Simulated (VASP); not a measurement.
An input for Ansatz (written as the equivalent of a VASP run, and not itself run):

Ansatz 0.2 input:
```yaml
crystal:
  lattice:
    - [5.3065725, 0.0000000, 0.0000000]
    - [-2.6532863, 4.5956268, 0.0000000]
    - [0.0000000, 0.0000000, 3.3917547]
  atoms:
    - { symbol: Ca, position: [0.0000000, 0.0000000, 1.0000000] }
    - { symbol: Hg, position: [0.6666670, 0.3333330, 0.9485463] }
    - { symbol: Hg, position: [0.3333330, 0.6666670, 0.0514537] }
kpoints:
  mp_grid: { grid: [6, 6, 8] }
hamiltonian:
  xc: pbesol
  pseudopotentials: { kind: paw }
scf:
  occupations: { method: methfessel_paxton, width: 0.1 }
  max_iter: 100
relax:
  max_steps: 60
  f_tol: 0.02
  cell: {}
output: { forces: true, stress: true, eigenvalues: true }
```

Problem. Write the VASP files for the same calculation (PBEsol).

Solution. One answer among several that fit: 
File POSCAR:
```
CaHg2
1
    5.3065725361     0.0000000000     0.0000000000
   -2.6532862681     4.5956268233    -0.0000000000
    0.0000000000     0.0000000000     3.3917547428
Ca Hg
1 2
Direct
  0.0000000000   0.0000000000   1.0000000000
  0.6666670000   0.3333330000   0.9485463105
  0.3333330000   0.6666670000   0.0514536895
```

### KPOINTS
```
Automatic mesh
0
Gamma
6 6 8
0 0 0
```

**INCAR**
```
ALGO=Normal
EDIFF=1E-6
EDIFFG=-0.02
ENCUT=400
GGA=PS
IBRION=2
ISIF=3
ISMEAR=1
LASPH=.TRUE.
LCHARG=.FALSE.
LMAXMIX=6
LREAL=.FALSE.
LWAVE=.FALSE.
NELM=100
NSW=60
PREC=Accurate
SIGMA=0.1
SYSTEM=CaHg2
```

POTCAR, in this order: Ca_sv Hg (PBE.64 set). Program: vasp_std.

The two are equivalent in intent, not identical: each code has its own PAW files, so the cut-off isn't converted (ENCUT is set for VASP's; basis.ecutwfc is left out, and Ansatz then takes the one that its files recommend); Ansatz stops its SCF on the density residual and VASP on the energy change (EDIFF).

The structure comes from a computed database's CaHg2 entry (P-3m1); how it stands against other phases isn't given here. This run relaxes it. It ends in space group P6/mmm. Symmetry was kept, so distortions that lower it aren't found. The start is the result of an earlier pass.
